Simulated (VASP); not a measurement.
Energy against volume of Mg₃Sb₂ (a-la2o3). These are LDA (Ceperley-Alder, Perdew-Zunger), VASP's LDA PAW potentials (set 64) (plane waves; VASP 6.6.1) values and carry that method's errors. Numerical set-up: 520 eV cut-off, 6×6×3 Γ-centred mesh, Gaussian smearing of 0.050 eV, potentials Mg Sb.

Shape and ions are relaxed at each volume.

```tsv
V (Å³/atom)	E (eV/atom)
24.199	-3.40918
24.947	-3.41269
25.696	-3.40941
26.444	-3.40032
```

Question: Fit these four points and predict the energy of the run at 23.450 Å³/atom.

Answer: A cubic in V^(−2/3), the third-order Birch-Murnaghan form, passes through the four points with V0 = 24.94 Å³/atom and B0 = 48 GPa, and gives -3.3977 eV/atom there. The run gave -3.3977 eV/atom, +0.0 meV/atom from the fit; all five points give B0 = 48 GPa.

The compound is Mg3Sb2 in the a-la2o3 structure. It was relaxed first.
